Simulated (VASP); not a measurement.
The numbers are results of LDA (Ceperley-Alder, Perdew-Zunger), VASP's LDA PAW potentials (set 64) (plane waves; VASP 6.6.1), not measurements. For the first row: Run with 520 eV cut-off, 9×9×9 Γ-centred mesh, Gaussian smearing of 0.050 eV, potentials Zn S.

```
system             energy (eV/atom)
-----------------  ----------------
ZnS (zinc blende)           -4.1039
Zn atom                     -0.0035
S atom                      -0.7117
```

Atoms are spin-polarised in a large box without symmetry, with the spin fixed by Hund's rule, and may not be in the lowest state of each functional; no zero-point energy is added.

### Question
What is the cohesive energy per atom of ZnS?

### Answer
The references average (1×(-0.0035) + 1×(-0.7117))/2 = -0.3576 eV, so the cohesive energy is -0.3576 − (-4.1039) = 3.746 eV/atom.
